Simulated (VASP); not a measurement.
Here is a VASP 6.6.1 calculation.

The input INCAR:

```
PREC = Accurate ; ENCUT = 520
EDIFF = 1E-6 ; ISMEAR = -1
SIGMA = 0.1 ; LREAL = F
LASPH = T ; NELM = 60
ALGO = Fast ; ISIF = 2
LWAVE = F ; LCHARG = F
GGA = PS ; ISYM = 0
NBANDS = 39
```

KPOINTS

```
Automatic mesh
0
Gamma
  3 3 3
```

POSCAR

```
Cs2Sb6Pd
1.0
    0.0000000000      5.0867000000      5.0867000000
    5.0867000000      0.0000000000      5.0867000000
    5.0867000000      5.0867000000      0.0000000000
Pd Cs Sb
1 2 6
Direct
    0.0000000000      0.0000000000      0.0000000000
    0.2500000000      0.2500000000      0.2500000000
    0.7500000000      0.7500000000      0.7500000000
    0.7600000000      0.2400000000      0.2400000000
    0.2400000000      0.7600000000      0.2400000000
    0.2400000000      0.7600000000      0.7600000000
    0.7600000000      0.2400000000      0.7600000000
    0.2400000000      0.2400000000      0.7600000000
    0.7600000000      0.7600000000      0.2400000000
```

Potentials or basis: VASP PAW PBE potentials, release 64 (Pd, Cs_sv, Sb).

Command:

```console
$ cat potpaw_PBE.64/Pd/POTCAR potpaw_PBE.64/Cs_sv/POTCAR potpaw_PBE.64/Sb/POTCAR > POTCAR
$ mpirun -np 1 vasp_std > vasp.out
```

Task: What does it give for the band gap on the k mesh?

Result: None (metal or under the smearing width).

Task: Estimate the pressure.

Result: 8.2 GPa.

Forces in eV/Å, atoms in the order of the input:
```
Pd   0.000  0.000  0.000
Cs   0.000  0.000  0.000
Cs   0.000  0.000  0.000
Sb   2.660  0.000  0.000
Sb   0.000  2.660  0.000
Sb  -2.660  0.000  0.000
Sb   0.000 -2.660  0.000
Sb   0.000  0.000  2.660
Sb   0.000  0.000 -2.660
```

Caveat: the PAW data sets were made with another functional, which shifts forces and pressure a little. The run has no spin-orbit coupling, so splittings on Cs, Sb are missing.
